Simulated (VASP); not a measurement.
Computed with r2SCAN meta-GGA, VASP's PBE PAW potentials (set 64) (plane waves; VASP).

Input for VASP

### INCAR
```
SIGMA = 0.05   ! width (eV)
ALGO = Normal
METAGGA = R2SCAN
EDIFF = 1E-6   ! SCF stop (eV)
LREAL = .FALSE.   ! projection in real space or not
LCHARG = .FALSE.
LWAVE = .FALSE.
NELM = 100
ENCUT = 520
SYSTEM = AlN
PREC = Accurate
ISIF = 2   ! forces and stress, cell fixed
ISMEAR = 0   ! Gaussian
LMIXTAU = .TRUE.
LASPH = .TRUE.
```

### POSCAR
```
AlN
1
    1.5550000000    -2.6933390000     0.0000000000
    1.5550000000     2.6933390000     0.0000000000
    0.0000000000     0.0000000000     4.9800000000
Al N
2 2
Direct
  0.6666670000   0.3333330000   0.5000000000
  0.3333330000   0.6666670000   0.0000000000
  0.6666670000   0.3333330000   0.8820000000
  0.3333330000   0.6666670000   0.3820000000
```

File KPOINTS:
```
Automatic mesh
0
Gamma
9 9 5
0 0 0
```

POTCAR, in this order: Al N (PBE.64 set). Program: vasp_std.

What will the output report for the number of irreducible k-points (NKPTS), number of bands (NBANDS), largest plane-wave count, number of space-group operations, FFT grid (NGX, NGY, NGZ)?

| Property | Result |
|---|---|
| number of irreducible k-points (NKPTS) | 36 |
| number of bands (NBANDS) | 12 |
| largest plane-wave count | 1152 |
| number of space-group operations | 12 |
| FFT grid (NGX, NGY, NGZ) | 24 × 24 × 40 |

The compound is AlN in the wurtzite structure. The cell was not relaxed at this level. The run is one of a series of settings (GGA removed, LMIXTAU = .TRUE., METAGGA = R2SCAN against the base run), some of them coarse on purpose.
